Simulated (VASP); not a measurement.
Method: PBEsol GGA, VASP's PBE PAW potentials (set 64) (plane waves; VASP 6.6.1).

A VASP calculation is set up with these files.

INCAR:
```
SYSTEM = Cd
PREC = Accurate; ENCUT = 500; LREAL = .FALSE.
LASPH = .TRUE.
EDIFF = 1E-6; NELM = 100; ALGO = Normal
LMAXMIX = 4
ISMEAR = 1; SIGMA = 0.1
GGA = PS
IBRION = 2; NSW = 40; ISIF = 3
EDIFFG = -0.02; PSTRESS = 200
LWAVE = .FALSE.; LCHARG = .FALSE.
```

**KPOINTS**
```
Automatic mesh
0
Gamma
15 15 8
0 0 0
```

**POSCAR**
```
Cd
1.0
  1.4260902495  -2.4700613579   0.0000000000
  1.4260902495   2.4700613579   0.0000000000
  0.0000000000   0.0000000000   4.8919088136
Cd
2
Cart
  1.4260902495   0.8233554327   1.2229772034
  1.4260902495  -0.8233554327   3.6689316102
```

POTCAR, in this order: Cd (PBE.64 set). Program: vasp_std.

What VASP printed:

OSZICAR:
```
       N       E                     dE             d eps       ncg     rms          rms(c)
DAV:   1     0.167699856722E+03    0.16770E+03   -0.13532E+04  4336   0.153E+03
DAV:   2     0.645360266385E+00   -0.16705E+03   -0.16400E+03  4464   0.381E+02
DAV:   3    -0.226914552398E+01   -0.29145E+01   -0.29115E+01  5296   0.604E+01
DAV:   4    -0.227232503913E+01   -0.31795E-02   -0.31794E-02  5080   0.172E+00
DAV:   5    -0.227233262229E+01   -0.75832E-05   -0.75828E-05  5416   0.834E-02    0.838E+00
DAV:   6    -0.203787733694E+01    0.23446E+00   -0.57215E-01  4704   0.110E+01    0.588E+00
DAV:   7    -0.201476118631E+01    0.23116E-01   -0.70051E-02  5312   0.316E+00    0.221E+00
DAV:   8    -0.201208385774E+01    0.26773E-02   -0.80264E-03  4696   0.135E+00    0.146E-01
DAV:   9    -0.201209212501E+01   -0.82673E-05   -0.15954E-05  5624   0.492E-02    0.631E-02
DAV:  10    -0.201210882603E+01   -0.16701E-04   -0.80476E-06  4888   0.344E-02    0.306E-03
DAV:  11    -0.201210870584E+01    0.12019E-06   -0.43871E-07  2912   0.943E-03
   1 F= 0.22900112E+01 E0= 0.22901444E+01  d E =0.229001E+01
       N       E                     dE             d eps       ncg     rms          rms(c)
DAV:   1    -0.203463677256E+01   -0.22528E-01   -0.12005E+00  4552   0.103E+01    0.815E-01
DAV:   2    -0.201766936233E+01    0.16967E-01   -0.12941E-02  4584   0.174E+00    0.449E-01
DAV:   3    -0.201003191712E+01    0.76374E-02   -0.11719E-02  4664   0.118E+00    0.142E-01
DAV:   4    -0.201007418491E+01   -0.42268E-04   -0.12303E-03  5008   0.466E-01    0.760E-02
DAV:   5    -0.201006961456E+01    0.45704E-05   -0.33142E-05  4984   0.867E-02    0.251E-02
DAV:   6    -0.201006800832E+01    0.16062E-05   -0.90001E-06  4936   0.436E-02    0.347E-03
DAV:   7    -0.201006803817E+01   -0.29842E-07   -0.16217E-07  2408   0.485E-03
   2 F= 0.22851144E+01 E0= 0.22849390E+01  d E =-.489683E-02
       N       E                     dE             d eps       ncg     rms          rms(c)
DAV:   1    -0.208389848514E+01   -0.73830E-01   -0.40995E+00  4544   0.190E+01    0.152E+00
DAV:   2    -0.202625677121E+01    0.57642E-01   -0.43385E-02  4536   0.316E+00    0.842E-01
DAV:   3    -0.199970470607E+01    0.26552E-01   -0.38680E-02  4640   0.222E+00    0.260E-01
DAV:   4    -0.199984707826E+01   -0.14237E-03   -0.43358E-03  4920   0.872E-01    0.139E-01
DAV:   5    -0.199983704760E+01    0.10031E-04   -0.98713E-05  4912   0.149E-01    0.433E-02
DAV:   6    -0.199983230221E+01    0.47454E-05   -0.26617E-05  4968   0.759E-02    0.603E-03
DAV:   7    -0.199983228559E+01    0.16622E-07   -0.39637E-07  2488   0.712E-03
   3 F= 0.22811708E+01 E0= 0.22813203E+01  d E =-.884044E-02
       N       E                     dE             d eps       ncg     rms          rms(c)
DAV:   1    -0.200038556154E+01   -0.55326E-03   -0.39548E-03  4560   0.593E-01    0.477E-02
DAV:   2    -0.200032928733E+01    0.56274E-04   -0.44681E-05  4512   0.106E-01    0.266E-02
DAV:   3    -0.200030370664E+01    0.25581E-04   -0.35964E-05  4664   0.676E-02    0.848E-03
DAV:   4    -0.200030348470E+01    0.22194E-06   -0.42887E-06  4544   0.263E-02
   4 F= 0.22811653E+01 E0= 0.22812816E+01  d E =-.884591E-02
       N       E                     dE             d eps       ncg     rms          rms(c)
DAV:   1    -0.202706404678E+01   -0.26760E-01   -0.97362E-01  4552   0.927E+00    0.753E-01
DAV:   2    -0.201281069538E+01    0.14253E-01   -0.11750E-02  4512   0.167E+00    0.414E-01
DAV:   3    -0.200654832929E+01    0.62624E-02   -0.88089E-03  4712   0.104E+00    0.135E-01
DAV:   4    -0.200652160537E+01    0.26724E-04   -0.10306E-03  4936   0.402E-01    0.709E-02
DAV:   5    -0.200651835929E+01    0.32461E-05   -0.25252E-05  4928   0.742E-02    0.200E-02
DAV:   6    -0.200651640932E+01    0.19500E-05   -0.70584E-06  4704   0.391E-02    0.283E-03
DAV:   7    -0.200651635975E+01    0.49575E-07   -0.75217E-08  2288   0.283E-03
   5 F= 0.22820274E+01 E0= 0.22819529E+01  d E =-.798387E-02
       N       E                     dE             d eps       ncg     rms          rms(c)
DAV:   1    -0.201840240773E+01   -0.11886E-01   -0.84869E-01  4552   0.867E+00    0.696E-01
DAV:   2    -0.200629433276E+01    0.12108E-01   -0.92691E-03  4496   0.150E+00    0.386E-01
DAV:   3    -0.200077519688E+01    0.55191E-02   -0.79269E-03  4656   0.101E+00    0.121E-01
DAV:   4    -0.200079154908E+01   -0.16352E-04   -0.91310E-04  4896   0.392E-01    0.646E-02
DAV:   5    -0.200078933424E+01    0.22148E-05   -0.22132E-05  4936   0.704E-02    0.195E-02
DAV:   6    -0.200078847527E+01    0.85897E-06   -0.63768E-06  4648   0.374E-02
   6 F= 0.22811350E+01 E0= 0.22812193E+01  d E =-.887621E-02
```

File OUTCAR:
```
------------------------ aborting loop because EDIFF is reached ----------------------------------------
  FORCE on cell =-STRESS in cart. coord.  units (eV):
  Direction    XX          YY          ZZ          XY          YZ          ZX
  --------------------------------------------------------------------------------------
  Total        4.3216319      4.3216351      4.3161003      0.0000000      0.0000000     -0.0000000
  in kB      201.8546979    201.8548503    201.5963300      0.0000000      0.0000000     -0.0000000
  external PRESSURE =       1.7686260 kB  Pullay stress =     200.0000000 kB
  volume of cell :       34.30
      direct lattice vectors                 reciprocal lattice vectors
     1.442004953 -2.497626787  0.000000000     0.346739447 -0.200190037 -0.000000000
     1.442004953  2.497626787  0.000000000     0.346739447  0.200190037 -0.000000000
     0.000000000  0.000000000  4.762063689    -0.000000000 -0.000000000  0.209992992
 POSITION                                       TOTAL-FORCE (eV/Angst)
 -----------------------------------------------------------------------------------
      1.44200      0.83254      1.19052         0.000000      0.000000      0.000000
      1.44200     -0.83254      3.57155        -0.000000     -0.000000     -0.000000
 -----------------------------------------------------------------------------------
    total drift:                               -0.000014      0.000157      0.000003
  FREE ENERGIE OF THE ION-ELECTRON SYSTEM (eV)
  ---------------------------------------------------
  free  energy   TOTEN  =        -2.0007884753 eV

  energy  without entropy=       -2.0005357474  energy(sigma->0) =       -2.00070423
  enthalpy is  TOTEN    =         2.2811350262 eV   P V=        4.2819235015

 reached required accuracy - stopping structural energy minimisation
```
(Selected blocks of OUTCAR.)

CONTCAR:
```
Cd
   1.00000000000000
     1.4420049533894879   -2.4976267869003221    0.0000000000000000
     1.4420049533894879    2.4976267869003221    0.0000000000000000
     0.0000000000000000    0.0000000000000000    4.7620636891350641
  Cd
     2
Direct
     0.3333330000000032    0.6666669999999968    0.2500000000000000
     0.6666669999999968    0.3333330000000032    0.7500000000000000
```

The compound is Cd in the hcp structure. This run relaxes it under an external pressure of 20 GPa. Symmetry was kept, so distortions that lower it aren't found.
